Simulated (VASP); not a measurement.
# SF6: single point with LDA

SF6:

```
S F
1.0
    -2.87350    2.87350    2.87350
     2.87350   -2.87350    2.87350
     2.87350    2.87350   -2.87350
S F
1 6
Direct
  0.00000 0.00000 0.00000
  0.72563 0.72563 0.00000
  0.27437 0.27437 0.00000
  0.00000 0.27437 0.27437
  0.00000 0.72563 0.72563
  0.72563 0.00000 0.72563
  0.27437 0.00000 0.27437
```

The cell comes from a database or a generator and needn't be the stable form of this composition.

| Item | Value |
| --- | --- |
| Program | VASP 6.6.1 |
| Task | single point |
| Functional | LDA |
| Potentials or basis | VASP PAW LDA potentials, release 64 (S, F) |
| Cutoff | 520 eV |
| k mesh | 4 × 4 × 4 |
| Occupations | gaussian, width 0.01 eV |
| Spin | no spin polarisation |

```json
{
  "Pressure": "-1.9 GPa",
  "Largest force": "0.174 eV/Å",
  "Band gap on the k mesh": "6.07 eV, direct"
}
```

Forces on the atoms (eV/Å):
```
S    0.000  0.000  0.000
F    0.000  0.000  0.174
F    0.000  0.000 -0.174
F   -0.174  0.000  0.000
F    0.174  0.000  0.000
F    0.000  0.174  0.000
F    0.000 -0.174  0.000
```

Levels at points of the mesh, in eV from the valence-band top:
```
           k point  band 21  band 22  band 23  band 24  band 25  band 26  band 27  band 28
(0.00, 0.00, 0.00)    -1.15     0.00     0.00     0.00     6.07    10.29    11.89    11.89
(0.50, 0.00, 0.00)    -1.12    -0.20    -0.12    -0.10     7.08    10.83    11.08    11.95
(0.50, 0.50, 0.50)    -1.10    -0.06    -0.06    -0.06     6.62    11.76    11.76    11.76
```

It took 21 s on 1 thread of Intel(R) Xeon(R) Platinum 8488C (Sapphire Rapids) (shared host), peak memory 0.18 GiB.

A k mesh can miss the band edges. As with any semilocal functional, this LDA gap is likely too small.
